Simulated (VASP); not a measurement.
Given:

```
CELL_PARAMETERS angstrom
      0.00000     3.01442     3.01442
      3.01442     0.00000     3.01442
      3.01442     3.01442     0.00000
ATOMIC_POSITIONS crystal
  Te 0.00000 0.00000 0.00000
  W  0.50000 0.50000 0.50000
```
Cell charge +0.5.

Computed with PBE GGA, VASP's PBE PAW potentials (set 64) (plane waves; VASP). Settings: NELECT = 19.5, 400 eV cut-off, 7×7×7 Γ-centred mesh, Gaussian smearing of 0.050 eV, potentials Te W_sv.

The cell is charged, with a uniform compensating background. Unless said otherwise, spin-orbit coupling is left out, though it shifts the bands of the heavy elements here.

Question: Estimate the energy per atom (σ→0), pressure, band gap (on the k-mesh) with the smallest direct gap where there is one.

Answer: 
```yaml
band gap (on the k-mesh): none (metal, semimetal or under 0.01 eV)
energy per atom (σ→0): -7.913 eV/atom
pressure: -32.85 GPa
```

The structure was generated: TeW was put into the rocksalt type (Fm-3m), which need not be its known phase. The cell was not relaxed at this level. The run is one of a series of settings (NELECT = 19.5 against the base run), some of them coarse on purpose.
